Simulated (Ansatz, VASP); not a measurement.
# Cross-check of SiPb between VASP and Ansatz

Aim: how closely do two programs agree when they are given the same cell, functional and k mesh? The cell is generated by rule, not measured, and may not be a known phase. The cell is taken from a series of runs on this material, whose earlier steps may have relaxed, scaled, displaced or heated it; both programs get it as it stands.

Calculated with Ansatz 0.2.0; plane waves, with VASP 6.6.1 beside it; relaxation of cell and atoms at PBEsol.

### Step 1. Set-up

The structure is cubic, space group F-43m (No. 216). The conventional cell has a = 6.187 Å, b = 6.187 Å, c = 6.187 Å, α = 90.00°, β = 90.00°, γ = 90.00°. Nearest to Pb lie 4 Si at 2.68 Å. Si has 4 Pb at 2.68 Å nearest. Farther neighbours are not listed.

As a file:

```xyz
2
Lattice="0.0000 3.0937 3.0937 3.0937 0.0000 3.0937 3.0937 3.0937 0.0000" Properties=species:S:1:pos:R:3 pbc="T T T"
Pb    0.0000    0.0000    0.0000
Si    1.5469    1.5469    1.5469
```

### Step 2. VASP: relaxation of cell and atoms, PBEsol, pair 1

The relaxed volume is the usual yardstick between codes: in a stiff, nearly cubic crystal its relative difference is about their pressure difference at one cell divided by the bulk modulus.

Lines of VASP's logs that name or quote its potential files are left out, and so is its time.

The input, INCAR:

```
SYSTEM = SiPb
PREC = Accurate
ENCUT = 500
EDIFF = 1E-07
NELM = 120
ISMEAR = 1
SIGMA = 0.2
LREAL = .FALSE.
ALGO = Normal
GGA = PS
NBANDS = 15
LORBIT = 11
LWAVE = .FALSE.
LCHARG = .FALSE.
ISIF = 3
IBRION = 2
NSW = 80
EDIFFG = -0.005
LASPH = .TRUE.
GGA_COMPAT = .FALSE.
NELMIN = 4
KPAR = 2
```

The input, POSCAR:

```
SiPb
1.0
    0.0000000000      3.0937250000      3.0937250000
    3.0937250000      0.0000000000      3.0937250000
    3.0937250000      3.0937250000      0.0000000000
Pb Si
1 1
Direct
    0.0000000000      0.0000000000      0.0000000000
    0.2499999192      0.2499999192      0.2499999192
```

The input, KPOINTS:

```
Automatic mesh
0
Gamma
12 12 12
0 0 0
```

PAW data sets: Pb_d and Si (PBE family, release 64).

Run with:

```bash
mpirun -np 2 vasp_std
```

Numbers of over 12 decimals in the logs are rounded to 6 here.

Log:

```text
[banner, memory and clock lines left out]
running    2 mpi-ranks, on    1 nodes
 distrk:  each k-point on    1 cores,    2 groups
 distr:  one band on    1 cores,    1 groups

 POSCAR found type information on POSCAR PbSi
 POSCAR found :  2 types and       2 ions
|                                                                             |
|               ----> ADVICE to this user running VASP <----                  |
|                                                                             |
|     You enforced a specific xc type in the INCAR file but a different       |
|     [... a line on the potential file left out ...]
|     I HOPE YOU KNOW WHAT YOU ARE DOING!                                     |
|                                                                             |

 LDA part: xc-table for (Slater+PW92), standard interpolation
 POSCAR, INCAR and KPOINTS ok, starting setup
 FFT: planning ... GRIDC
 FFT: planning ... GRID_SOFT
 FFT: planning ... GRID
 WAVECAR not read
 entering main loop
       N       E                     dE             d eps       ncg     rms          rms(c)
DAV:   1     0.128036515384E+03    0.12804E+03   -0.82888E+03  2160   0.115E+03
DAV:   2    -0.148972064397E+01   -0.12953E+03   -0.12544E+03  2265   0.297E+02
DAV:   3    -0.877474604521E+01   -0.72850E+01   -0.72490E+01  2825   0.769E+01
DAV:   4    -0.895273442706E+01   -0.17799E+00   -0.17794E+00  2620   0.144E+01
DAV:   5    -0.896073171201E+01   -0.79973E-02   -0.79971E-02  3116   0.267E+00    0.281E+00
DAV:   6    -0.885020962938E+01    0.11052E+00   -0.12735E-01  2912   0.458E+00    0.161E+00
DAV:   7    -0.882133447757E+01    0.28875E-01   -0.70614E-02  2861   0.247E+00    0.409E-01
DAV:   8    -0.882015281021E+01    0.11817E-02   -0.79943E-03  2864   0.954E-01    0.827E-02
DAV:   9    -0.882040675364E+01   -0.25394E-03   -0.70065E-04  2769   0.279E-01    0.547E-02
DAV:  10    -0.882043206977E+01   -0.25316E-04   -0.44364E-05  2710   0.449E-02    0.261E-02
DAV:  11    -0.882044359019E+01   -0.11520E-04   -0.31718E-05  2616   0.664E-02    0.691E-03
DAV:  12    -0.882044360404E+01   -0.13852E-07   -0.15422E-06  2853   0.974E-03    0.439E-03
DAV:  13    -0.882044382939E+01   -0.22535E-06   -0.69289E-07  2811   0.857E-03    0.574E-04
DAV:  14    -0.882044381995E+01    0.94410E-08   -0.38762E-08  1661   0.172E-03
   1 F= -.88204438E+01 E0= -.88204496E+01  d E =-.882044E+01
 curvature:   0.00 expect dE= 0.000E+00 dE for cont linesearch  0.000E+00
 trial: gam= 0.00000 g(F)=  0.147E-42 g(S)=  0.263E-04 ort = 0.000E+00 (trialstep = 0.100E+01)
 search vector abs. value=  0.263E-04
 bond charge predicted
       N       E                     dE             d eps       ncg     rms          rms(c)
DAV:   1    -0.882079573178E+01   -0.35190E-03   -0.97511E-03  2734   0.180E+00    0.945E-02
DAV:   2    -0.882049858505E+01    0.29715E-03   -0.60681E-04  2706   0.476E-01    0.350E-02
DAV:   3    -0.882045396374E+01    0.44621E-04   -0.16716E-04  2713   0.226E-01    0.345E-03
DAV:   4    -0.882045447429E+01   -0.51055E-06   -0.61414E-06  2901   0.205E-02    0.205E-03
DAV:   5    -0.882045531615E+01   -0.84186E-06   -0.78432E-07  3161   0.138E-02    0.143E-03
DAV:   6    -0.882045552717E+01   -0.21102E-06   -0.20865E-07  1665   0.771E-03    0.375E-04
DAV:   7    -0.882045545631E+01    0.70866E-07   -0.19581E-08  1269   0.114E-03
   2 F= -.88204555E+01 E0= -.88204579E+01  d E =-.116364E-04
 trial-energy change:   -0.000012  1 .order   -0.000010   -0.000026    0.000006
 step:   0.8474(harm=  0.8104)  dis= 0.00000  next Energy=    -8.820456 (dE=-0.121E-04)
 reached required accuracy - stopping structural energy minimisation
```

From OUTCAR (step 2):

```text
ion  position               nearest neighbor table
   1  0.000  0.000  0.000-   2 2.68   2 2.68   2 2.68   2 2.68
   2  0.250  0.250  0.250-   1 2.68   1 2.68   1 2.68   1 2.68

  LATTYP: Found a face centered cubic cell.
 ALAT       =     6.1874500000

 Subroutine GETGRP returns: Found 24 space group operations
 (whereof 24 operations were pure point group operations)

The static configuration has the point symmetry T_d .

 Found     72 irreducible k-points:

   k-points           NKPTS =     72   k-points in BZ     NKDIM =     72   number of bands    NBANDS=     15

   dimension x,y,z NGX =    32 NGY =   32 NGZ =   32
   dimension x,y,z NGXF=    64 NGYF=   64 NGZF=   64

   ENCUT  =  500.0 eV  36.75 Ry    6.06 a.u.   7.98  7.98  7.98*2*pi/ulx,y,z

   NELECT =      18.0000    total number of electrons

 k-points in reciprocal lattice and weights: Automatic mesh
   0.00000000  0.00000000  0.00000000       0.001
   0.08333333  0.00000000  0.00000000       0.005
   0.16666667  0.00000000  0.00000000       0.005
   0.25000000  0.00000000  0.00000000       0.005
   0.33333333  0.00000000  0.00000000       0.005
   0.41666667  0.00000000  0.00000000       0.005
   0.50000000  0.00000000  0.00000000       0.002
   0.08333333  0.08333333  0.00000000       0.003
   0.16666667  0.08333333  0.00000000       0.014
[...]
-0.33333333  0.50000000  0.16666667       0.007
  -0.25000000  0.50000000  0.25000000       0.003

 average (electrostatic) potential at core
       1 -92.0334       2 -84.4493

 E-fermi :   5.0490

 k-point     1 :       0.0000    0.0000    0.0000
  band No.  band energies     occupation
    ...
      3     -11.8362      2.00000
      4     -11.7372      2.00000
      5     -11.7372      2.00000
      6      -6.5305      2.00000
      7       3.8874      2.00000
      8       5.2269     -0.01909
      9       5.2269     -0.01910
     10       5.2269     -0.01910
     11       7.3968     -0.00000
     12       7.3968     -0.00000
    ...

 k-point     2 :       0.0833    0.0000    0.0000
  band No.  band energies     occupation
    ...
      5     -11.7372      2.00000
      6      -6.4581      2.00000
      7       3.1703      2.00000
      8       5.0818      0.72692
      9       5.0818      0.72686
     10       5.4678     -0.01166
     11       7.5809     -0.00000
     12       7.5809     -0.00000
     13       7.6365     -0.00000
     14      10.7427      0.00000
    ...

 k-point     3 :       0.1667    0.0000    0.0000
  band No.  band energies     occupation
    ...
      5     -11.7367      2.00000
      6      -6.2443      2.00000
      7       1.9361      2.00000
      8       4.7691      2.06359
      9       4.7691      2.06359
     10       5.4422     -0.01784
     11       7.9735     -0.00000
     12       7.9735     -0.00000
     13       8.4157     -0.00000
     14      11.5988      0.00000
    ...

  Total        0.0044626      0.0044626      0.0044626      0.0000000     -0.0000000      0.0000000
  in kB        0.1208980      0.1208980      0.1208980      0.0000000     -0.0000000      0.0000000
  external PRESSURE =       0.1208980 kB  Pullay stress =       0.0000000 kB

  energy-cutoff  :      500.00
  volume of cell :       59.14
      direct lattice vectors                 reciprocal lattice vectors
     0.000000000  3.092301553  3.092301553    -0.161691863  0.161691863  0.161691863
     3.092301553  0.000000000  3.092301553     0.161691863 -0.161691863  0.161691863
     3.092301553  3.092301553  0.000000000     0.161691863  0.161691863 -0.161691863

 POSITION                                       TOTAL-FORCE (eV/Angst)
 -----------------------------------------------------------------------------------
      3.09230      0.00000      3.09230        -0.000000     -0.000000     -0.000000
      1.54615      1.54615      1.54615         0.000000      0.000000      0.000000
 -----------------------------------------------------------------------------------
    total drift:                                0.000015      0.000015      0.000015

  FREE ENERGIE OF THE ION-ELECTRON SYSTEM (eV)
  ---------------------------------------------------
  free  energy   TOTEN  =        -8.8204554563 eV

  energy  without entropy=       -8.8204629078  energy(sigma->0) =       -8.82045794

 reached required accuracy - stopping structural energy minimisation

 total charge
# of ion       s       p       d       tot
------------------------------------------
    1        1.254   1.054   9.815  12.123
    2        0.808   0.800   0.000   1.609
--------------------------------------------------
tot          2.062   1.854   9.815  13.731

[... 3 further parts left out ...]
```

CONTCAR:

```
SiPb
   1.00000000000000
     0.0000000000000000    3.0923015530419851    3.0923015530419851
     3.0923015530419851    0.0000000000000000    3.0923015530419851
     3.0923015530419851    3.0923015530419851    0.0000000000000000
  Pb              Si
     1     1
Direct
     0.0000000000000000    1.0000000000000000    0.0000000000000000
     0.2499999192000004    0.2499999192000004    0.2499999192000004
```

### Step 3. Ansatz: relaxation of cell and atoms, PBEsol, pair 1

Ansatz runs on its default PAW (the set named soft_2) files.

The same cell, functional, mesh and smearing now go to Ansatz, which takes its cutoff from its data sets.

The input, input.yaml:

```yaml
crystal:
  lattice:
    - [0.0, 3.0937247481, 3.0937247481]
    - [3.0937247481, 0.0, 3.0937247481]
    - [3.0937247481, 3.0937247481, 0.0]
  atoms:
    - { symbol: Pb, position: [0.0, 0.0, 0.0] }
    - { symbol: Si, position: [0.25, 0.25, 0.25] }
kpoints:
  mp_grid: { grid: [12, 12, 12] }
hamiltonian:
  xc: pbesol
scf:
  occupations: { method: methfessel_paxton, width: 0.2 }
output:
  forces: true
  stress: true
  eigenvalues: true
relax:
  adjacent_minimum: "off"
  f_tol: 0.001
  max_steps: 60
  cell: { stress_tol: 0.01 }
```

Run with:

```bash
ansatz run input.yaml --threads 8 --pin off --max-ram 14336MiB --backend cpu --events-out ev --progress --plain --runs-dir out
```

Log:

```text
Engine: ansatz 0.2.0, x86_64-unknown-linux-gnu
Pseudopotentials: kind: paw
Pseudopotential: Pb, paw, valence charge 14, recommended cutoff 420 eV (normal), Pb.paw.azcp
Pseudopotential: Si, paw, valence charge 4, recommended cutoff 420 eV (normal), Si.paw.azcp
Functional definition: PBEsol
  exchange = pbesol_x
  correlation = pbesol_c
Crystal: 2 atoms, lattice volume = 59.221 Å³
Basis set: ecut = 420 eV, 1139 PW (Γ), exchange–correlation on 60×60×60 points (8 copies of the dense FFT grid, shifted against one another)
Bands: 13, of which v1, the nominal top of the filled ones, is band 9 counted from 1 (8 counted from 0)
Symmetry: 24 space group operations
Space group: F-43m (ITA 216), of the structure as read, at distance tolerance 3.9e-5 Å
k-points: 72 of 1728 (time reversal used)
Non-local potential: Pb, projectors of the file, l = 0: 2, l = 1: 2, l = 2: 2, l = 3: 2
Non-local potential: Si, projectors of the file, l = 0: 2, l = 1: 2, l = 2: 2
PAW form: soft (Blöchl's): semilocal exchange-correlation on the pseudo side does not see the compensation charge
PAW frozen core: Pb, regenerated for the run's functional, and the local potential with it (the file was generated under x = pbe(κ = 0.804, μ = 0.219515), c = pbe(β = 0.066725))
PAW frozen core: Si, regenerated for the run's functional, and the local potential with it (the file was generated under x = pbe(κ = 0.804, μ = 0.219515), c = pbe(β = 0.066725))
PAW one-centre angular grid: Pb, 590 points (default); XC on 64 Gauss nodes
PAW one-centre angular grid: Si, 110 points (default); XC on 64 Gauss nodes
Initial density: superposition of atomic densities (neutral atoms: chi_scale 0, normalization atom), corrected by the library's trained network
Initial wavefunctions: pseudopotential atomic-orbital guess
Functional: x = pbesol(κ = 0.804, μ = 0.123457), c = pbesol(β = 0.046)
SCF iter   1: F=—  HF=-12375.511109 eV  |F-HF|=—  |Δ(HF+E_count)|=         —  Δρ=2.77e-3  dr2=9.61e-3  ethr=1.77e-3  ⟨swp⟩=6.1  Hψ=6226  notcnv=0
preconditioner: auto → Kerker (q_TF=auto, 2.237 Å⁻¹)  [metal: Δε(μ)=0.080 eV  Ē_g=15.146 eV  σ=0.200 eV  W_gap=0.33  n_scr=14 (ndim 8)  ℏωp=20.5 eV  f_vac=0.021  D(μ)=0.19/eV (n_scr^D=0)]
SCF iter   2: F=—  HF=-12375.508756 eV  |F-HF|=—  |Δ(HF+E_count)|=   2.35e-3  S|Δr|=    0.00e0  Δρ=1.88e-3  dr2=4.70e-3  ethr=5.34e-5  ⟨swp⟩=1.1  Hψ=1528  notcnv=0
SCF iter   3: F=—  HF=-12375.508120 eV  |F-HF|=—  |Δ(HF+E_count)|=   6.36e-4  S|Δr|=    0.00e0  Δρ=8.24e-4  dr2=3.73e-4  ethr=2.61e-5  ⟨swp⟩=3.0  Hψ=1570  notcnv=0
SCF iter   4: F=—  HF=-12375.508167 eV  |F-HF|=—  |Δ(HF+E_count)|=   4.72e-5  S|Δr|=    0.00e0  Δρ=2.58e-4  dr2=1.03e-4  ethr=2.07e-6  ⟨swp⟩=2.7  Hψ=1628  notcnv=0
SCF iter   5: F=—  HF=-12375.508214 eV  |F-HF|=—  |Δ(HF+E_count)|=   4.65e-5  S|Δr|=    0.00e0  Δρ=1.39e-4  dr2=2.73e-5  ethr=5.72e-7  ⟨swp⟩=2.0  Hψ=1158  notcnv=0
SCF iter   6: F=—  HF=-12375.508224 eV  |F-HF|=—  |Δ(HF+E_count)|=   1.08e-5  S|Δr|=    0.00e0  Δρ=6.64e-5  dr2=3.11e-6  ethr=1.51e-7  ⟨swp⟩=2.0  Hψ=1165  notcnv=0
SCF iter   7: F=—  HF=-12375.508225 eV  |F-HF|=—  |Δ(HF+E_count)|=   5.27e-7  S|Δr|=    0.00e0  Δρ=2.09e-5  dr2=2.35e-7  ethr=1.73e-8  ⟨swp⟩=3.0  Hψ=1598  notcnv=0
SCF iter   8: F=-12375.508225 eV  HF=-12375.508225 eV  |F-HF|=9.00e-10  |Δ(HF+E_count)|=   1.25e-8  S|Δr|=    0.00e0  Δρ=3.26e-6  dr2=4.71e-9  ethr=5.56e-10  ⟨swp⟩=6.2  Hψ=4720  notcnv=0
SCF 1 converged in 8 iterations: F = -12375.508225 eV  dr2 = 4.71e-9
  greatest PAW one-centre occupation: 0.976 electrons in one spin orbital (limit 2), on the Pb atom at site 0 (counted from 0), in its partial waves of l = 2
relax step   1: F+E_penalty+E_count = -12375.50822495 eV  Δ(F+E_penalty+E_count) = +0.000e0 eV  max|allowed force component| = 1.480e-16 eV/Å  Δτ_max = 0.0000 Å  P = -0.009 GPa  Ω = 59.221 Å³  (8 SCF iters, dr2 threshold 1.00e-7 eV, accepted)
Initial density: handed on by an earlier stage of this run
Initial wavefunctions: pseudopotential atomic-orbital guess (no wavefunctions were taken with the density)
iter 1 solved again at ethr=3.50e-7 eV; its pass at ethr=3.10e-3 eV (dr2=6.29e-5 eV) is discarded
SCF iter   1: F=—  HF=-12375.508224 eV  |F-HF|=—  |Δ(HF+E_count)|=         —  Δρ=3.36e-6  dr2=5.02e-9  ethr=3.50e-7  ⟨swp⟩=3.8  Hψ=9201  notcnv=0
eigensolver tolerance schedule: the retry pair's looser diagonalisation over-reported the residual by 12527.25 of it (diagonalisation noise at an unbounded share of the residual, at the tolerance the schedule requests for it); recorded, not acted on — ethr = c·dr2/N_el stays at c = 1.0e-1
preconditioner: auto → Kerker (q_TF=auto, 2.237 Å⁻¹)  [metal: Δε(μ)=0.072 eV  Ē_g=15.168 eV  σ=0.200 eV  W_gap=0.30  n_scr=14 (ndim 8)  ℏωp=20.5 eV  f_vac=0.008  D(μ)=0.19/eV (n_scr^D=0)]
SCF iter   2: F=—  HF=-12375.508225 eV  |F-HF|=—  |Δ(HF+E_count)|=   5.94e-7  S|Δr|=    0.00e0  Δρ=1.75e-6  dr2=1.57e-9  ethr=2.79e-11  ⟨swp⟩=2.8  Hψ=1857  notcnv=0
SCF iter   3: F=—  HF=-12375.508225 eV  |F-HF|=—  |Δ(HF+E_count)|=  9.48e-10  S|Δr|=    0.00e0  Δρ=4.36e-7  dr2=1.95e-10  ethr=8.73e-12  ⟨swp⟩=3.0  Hψ=1675  notcnv=0
SCF iter   4: F=—  HF=-12375.508225 eV  |F-HF|=—  |Δ(HF+E_count)|=  2.46e-10  S|Δr|=    0.00e0  Δρ=1.71e-7  dr2=4.06e-11  ethr=1.08e-12  ⟨swp⟩=2.1  Hψ=1142  notcnv=0
SCF iter   5: F=—  HF=-12375.508225 eV  |F-HF|=—  |Δ(HF+E_count)|=  4.55e-11  S|Δr|=    0.00e0  Δρ=7.39e-8  dr2=4.68e-12  ethr=2.25e-13 (applied; sched 1.00e-12)  ⟨swp⟩=2.0  Hψ=1133  notcnv=0
SCF iter   6: F=-12375.508225 eV  HF=-12375.508225 eV  |F-HF|=3.64e-12  |Δ(HF+E_count)|=    0.00e0  S|Δr|=    0.00e0  Δρ=2.36e-8  dr2=3.71e-13  ethr=1.00e-12  ⟨swp⟩=4.8  Hψ=4832  notcnv=0
SCF 2 converged in 6 iterations: F = -12375.508225 eV  dr2 = 3.71e-13
relax step   2: F+E_penalty+E_count = -12375.50822495 eV  Δ(F+E_penalty+E_count) = -9.768e-10 eV  max|allowed force component| = 2.082e-16 eV/Å  Δτ_max = 0.0000 Å  P = -0.009 GPa  Ω = 59.221 Å³  stress off target by 9.18e-3 GPa  SCF on the basis re-selected at this cell (its energy is not comparable with the rows above)  (6 SCF iters)
basis re-selected at this cell: Δ(F+E_penalty+E_count) = -9.768e-10 eV, ΔP = +0.000 GPa vs the last step (what re-selecting the basis moved, of the pressure what is left beyond the Pulay correction that the steps carried, after the strain that the cell walked since its last selection, with what the two solves' SCF thresholds leave and, on support functions, any second-order correction that the steps lacked; it is no  [...]
SCF converged after 6 iterations
Stability not checked: this state was not tested for a lower state beside it, because cold or Methfessel-Paxton smearing, or corrected tetrahedra, fill the levels in a way that the test cannot read (fill_not_monotonic; see scf.lower_state_search)
Free energy (F): -12375.508225 eV
Harris-Foulkes:  -12375.508225 eV  (|F-HF|=3.64e-12)
Internal energy: -12375.508234 eV  (E = F + TS)
E sigma→0 (E₀):  -12375.508227 eV
Entropy (-TS):   0.000009 eV (0.004 meV/atom)
Fermi energy:    7.037332 eV
--- Per-component energies (eV) ---
  E_band       = -82.021257
  E_kinetic    = 330.214844
  E_local      = -1367.996276  (includes V_loc(G=0)·N_el)
  E_nonlocal   = 378.172010
  E_hartree    = 549.853789
  E_xc         = -271.736256
  E_vxc        = -177.311187  (∫ρ·V_xc dr)
  E_paw        = -10758.572488  (= ΣΔE_a)
  E_vpaw       = -344.808298  (= ΣTr[D̂ρ^β])
  E_aug_tail   = 0.000052  (compensation charges beyond the density's cutoff)
  E_ewald      = -1235.537587
  E_core_change = 0.093677  (= ΣΔE_core)
  E_smearing   = 0.000009  (= −TS)
  E_closure    = -0.000000  (closes the sum)
  Σ components = -12375.508225   (vs F -12375.508225, Δ=0.00e0)
--- Forces (eV/Å), atoms counted from 1 ---
  atom   1  Pb     0.00000000     0.00000000     0.00000000
  atom   2  Si    -0.00000000     0.00000000     0.00000000
  max |Σ_I F_I| component: 1.39e-16 eV/Å
--- Stress (GPa, compression-positive) ---
       -0.009177       0.000000      -0.000000
        0.000000      -0.009177       0.000000
       -0.000000       0.000000      -0.009177
  P = ⅓ Tr σ = -0.0092 GPa (-0.092 kbar)
--- Band table (eV; the first three rows and the last of 72) ---
  k-point 0: bands = [... 5 lower, -4.5238, 5.8713, 7.2149, 7.2149, 7.2149, 9.3862, 9.3862, 9.3862]
  k-point 1: bands = [... 5 lower, -4.4515, 5.1576, 7.0701, 7.0701, 7.4543, 9.5697, 9.5697, 9.6242]
  k-point 2: bands = [... 5 lower, -4.2379, 3.9268, 6.7583, 6.7583, 7.4293, 9.9615, 9.9615, 10.4000]
  k-point 71: bands = [... 5 lower, -1.7411, -0.3566, 3.8111, 3.9647, 9.9562, 10.9153, 11.1208, 11.5662]
--- Relaxed structure (1 steps of the walk, 1 accepted, 1 SCFs on fresh bases) ---
  F+E_penalty+E_count = -12375.50822495 eV   max|allowed force component| = 2.082e-16 eV/Å   (the final SCF, on the basis selected at the relaxed cell)
  cell:  # Å, volume = 59.2209 Å³
    - [0.0, 3.0937247481, 3.0937247481]
    - [3.0937247481, 0.0, 3.0937247481]
    - [3.0937247481, 3.0937247481, 0.0]
  atoms:
    - { symbol: Pb, position: [0.0, 0.0, 0.0] }
    - { symbol: Si, position: [0.25, 0.25, 0.25] }
```

In the SCF lines HF is the Harris–Foulkes energy and dr2 the Hartree energy of the density residual, in eV; the loop may stop once dr2 is under the threshold and the program's other checks hold. Hψ counts applications of the Hamiltonian.

### Step 4. Comparison

Known differences besides the potentials themselves: the cutoff is 420 eV in Ansatz and 500 eV in VASP; Ansatz makes its cores anew for this functional, VASP keeps those of its PBE data sets; Ansatz adds a Pulay correction to the stress that steers its cell, VASP none. Total energies have different zeros and are not compared.

The two programs side by side:

| quantity | Ansatz | VASP | difference |
| --- | --- | --- | --- |
| volume (Å³) | 59.22 | 59.14 | +0.14 % |
| edge a after relaxation, in the typed setting (Å) | 4.375 | 4.373 | +0.05 % |

[end of part 1 of 2]

[Lines on the potential files, build, host, timing and source positions are cut from VASP's logs without a mark.]

[Logs are printed without paths, hosts, clocks, repeated set-up lines and the standing remarks that a program may print on its own settings, such as how far it seeks lower states.]

[Hosts, paths, dates, database ids (printed as entryN), source tags and the programs' standing remarks are cut or masked in the printed files.]
